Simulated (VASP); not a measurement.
Consider the following.

```yaml
crystal:
  lattice:
    - [4.93232, -8.54303, 0.00000]
    - [4.93232, 8.54303, 0.00000]
    - [0.00000, 0.00000, 10.58478]
  atoms:
    - { symbol: Zn, position: [0.22208, 0.10966, 0.24782] }
    - { symbol: Zn, position: [0.11088, 0.22165, 0.99889] }
    - { symbol: Zn, position: [0.22374, 0.11012, 0.75294] }
    - { symbol: Zn, position: [0.10219, 0.20301, 0.50525] }
    - { symbol: Zn, position: [0.22063, 0.44330, 0.23638] }
    - { symbol: Zn, position: [0.11079, 0.55572, 0.99919] }
    - { symbol: Zn, position: [0.22201, 0.44421, 0.75049] }
    - { symbol: Zn, position: [0.10159, 0.56504, 0.50518] }
    - { symbol: Zn, position: [0.22222, 0.77888, 0.24791] }
    - { symbol: Zn, position: [0.11060, 0.88845, 0.99956] }
    - { symbol: Zn, position: [0.22377, 0.77983, 0.75285] }
    - { symbol: Zn, position: [0.11279, 0.88949, 0.50096] }
    - { symbol: Zn, position: [0.55545, 0.11098, 0.24953] }
    - { symbol: Zn, position: [0.44472, 0.22163, 0.00172] }
    - { symbol: Zn, position: [0.55552, 0.11079, 0.75159] }
    - { symbol: Zn, position: [0.44470, 0.22045, 0.50233] }
    - { symbol: Zn, position: [0.55563, 0.44397, 0.24883] }
    - { symbol: Zn, position: [0.44472, 0.55545, 0.00053] }
    - { symbol: Zn, position: [0.55889, 0.44192, 0.75353] }
    - { symbol: Zn, position: [0.55542, 0.77791, 0.24897] }
    - { symbol: Zn, position: [0.44473, 0.88900, 0.00168] }
    - { symbol: Zn, position: [0.55871, 0.78291, 0.75330] }
    - { symbol: Zn, position: [0.44446, 0.89023, 0.50225] }
    - { symbol: Zn, position: [0.88607, 0.11009, 0.24785] }
    - { symbol: Zn, position: [0.77666, 0.22135, 0.99981] }
    - { symbol: Zn, position: [0.88802, 0.11104, 0.75295] }
    - { symbol: Zn, position: [0.77656, 0.22127, 0.50286] }
    - { symbol: Zn, position: [0.88627, 0.44230, 0.24781] }
    - { symbol: Zn, position: [0.77789, 0.55573, 0.00140] }
    - { symbol: Zn, position: [0.88813, 0.44313, 0.75279] }
    - { symbol: Zn, position: [0.78237, 0.55877, 0.50216] }
    - { symbol: Zn, position: [0.88954, 0.77793, 0.24932] }
    - { symbol: Zn, position: [0.77794, 0.88803, 0.00137] }
    - { symbol: Zn, position: [0.89034, 0.77821, 0.75202] }
    - { symbol: Zn, position: [0.78214, 0.88991, 0.50223] }
    - { symbol: O, position: [0.22425, 0.11286, 0.43858] }
    - { symbol: O, position: [0.11053, 0.22249, 0.19233] }
    - { symbol: O, position: [0.22257, 0.11164, 0.94109] }
    - { symbol: O, position: [0.11263, 0.22354, 0.68903] }
    - { symbol: O, position: [0.11077, 0.55441, 0.19256] }
    - { symbol: O, position: [0.22350, 0.44507, 0.93860] }
    - { symbol: O, position: [0.11264, 0.55543, 0.68886] }
    - { symbol: O, position: [0.22404, 0.77732, 0.43863] }
    - { symbol: O, position: [0.11084, 0.88855, 0.18968] }
    - { symbol: O, position: [0.22256, 0.77719, 0.94101] }
    - { symbol: O, position: [0.11219, 0.88920, 0.68923] }
    - { symbol: O, position: [0.55546, 0.11075, 0.44020] }
    - { symbol: O, position: [0.44491, 0.22367, 0.19247] }
    - { symbol: O, position: [0.55460, 0.11022, 0.94030] }
    - { symbol: O, position: [0.44494, 0.22329, 0.68951] }
    - { symbol: O, position: [0.54716, 0.45481, 0.44623] }
    - { symbol: O, position: [0.44261, 0.55446, 0.19350] }
    - { symbol: O, position: [0.55473, 0.44488, 0.94023] }
    - { symbol: O, position: [0.44587, 0.55591, 0.67386] }
    - { symbol: O, position: [0.54678, 0.75814, 0.44625] }
    - { symbol: O, position: [0.44492, 0.88772, 0.19245] }
    - { symbol: O, position: [0.55482, 0.77587, 0.94003] }
    - { symbol: O, position: [0.44495, 0.88779, 0.68942] }
    - { symbol: O, position: [0.88827, 0.11071, 0.43919] }
    - { symbol: O, position: [0.77684, 0.22157, 0.18968] }
    - { symbol: O, position: [0.88912, 0.11040, 0.94115] }
    - { symbol: O, position: [0.77830, 0.22219, 0.69064] }
    - { symbol: O, position: [0.88786, 0.44351, 0.43910] }
    - { symbol: O, position: [0.77587, 0.55472, 0.19220] }
    - { symbol: O, position: [0.88918, 0.44471, 0.94101] }
    - { symbol: O, position: [0.77805, 0.55545, 0.68939] }
    - { symbol: O, position: [0.88985, 0.77815, 0.43966] }
    - { symbol: O, position: [0.77565, 0.88726, 0.19223] }
    - { symbol: O, position: [0.88830, 0.77705, 0.94044] }
    - { symbol: O, position: [0.77802, 0.88865, 0.68947] }
    - { symbol: Al, position: [0.46299, 0.56440, 0.50675] }
```
Cell charge +1.

Level of theory: PBE GGA, VASP's PBE PAW potentials (set 64) (plane waves; VASP 6.6.1). Settings: PREC = Normal, LREAL = Auto, ISYM = 0, NELECT = 632.0, 400 eV cut-off, 1×1×1 Γ-centred mesh, Gaussian smearing of 0.050 eV, potentials Zn O Al. Starting moments (MAGMOM): 71*0.0282. The cell's moment is fixed (NUPDOWN = 2).

At this cut-off the stress carries a Pulay error, which pulls relaxed volumes low. The cell is charged, with a uniform compensating background.  The supercell is sampled at Γ alone, which is coarse: total energies, pressure and levels can be off, energies of defects by several tenths of an eV.

Question: Estimate the cell moment, energy per atom (σ→0), pressure.

Answer: 
```
Item                           Result
---------------------  --------------
cell moment                   2.00 μB
energy per atom (σ→0)  -4.481 eV/atom
pressure                   -46.7 kbar
```

Question: Give the moment on each site (PAW-sphere projection).

Answer: 
| site | moment (μB) |
|---|---|
| Zn1 | 0.01 |
| Zn2 | 0.01 |
| Zn3 | 0.01 |
| Zn4 | 0.04 |
| Zn5 | 0.04 |
| Zn6 | 0.01 |
| Zn7 | 0.01 |
| Zn8 | 0.04 |
| Zn9 | 0.01 |
| Zn10 | 0.01 |
| Zn11 | 0.01 |
| Zn12 | 0.01 |
| Zn13 | 0.01 |
| Zn14 | 0.01 |
| Zn15 | 0.01 |
| Zn16 | 0.01 |
| Zn17 | 0.01 |
| Zn18 | 0.01 |
| Zn19 | 0.01 |
| Zn20 | 0.01 |
| Zn21 | 0.01 |
| Zn22 | 0.01 |
| Zn23 | 0.01 |
| Zn24 | 0.01 |
| Zn25 | 0.01 |
| Zn26 | 0.01 |
| Zn27 | 0.01 |
| Zn28 | 0.01 |
| Zn29 | 0.01 |
| Zn30 | 0.01 |
| Zn31 | 0.01 |
| Zn32 | 0.01 |
| Zn33 | 0.01 |
| Zn34 | 0.01 |
| Zn35 | 0.01 |
| O36 | 0.01 |
| O37 | 0.03 |
| O38 | 0.01 |
| O39 | 0.03 |
| O40 | 0.03 |
| O41 | 0.01 |
| O42 | 0.03 |
| O43 | 0.01 |
| O44 | 0.01 |
| O45 | 0.01 |
| O46 | 0.00 |
| O47 | 0.00 |
| O48 | 0.00 |
| O49 | 0.01 |
| O50 | 0.01 |
| O51 | 0.02 |
| O52 | 0.03 |
| O53 | 0.01 |
| O54 | 0.03 |
| O55 | 0.02 |
| O56 | 0.00 |
| O57 | 0.01 |
| O58 | 0.01 |
| O59 | 0.01 |
| O60 | 0.00 |
| O61 | 0.01 |
| O62 | 0.01 |
| O63 | 0.01 |
| O64 | 0.01 |
| O65 | 0.01 |
| O66 | 0.01 |
| O67 | 0.00 |
| O68 | 0.01 |
| O69 | 0.01 |
| O70 | 0.01 |
| Al71 | 0.05 |

Total energies compare only between runs with the same potentials, cut-off and functional.

The cell is a supercell with a defect, built from ZnO (wurtzite): Al_Zn-vac_O, charge +1.
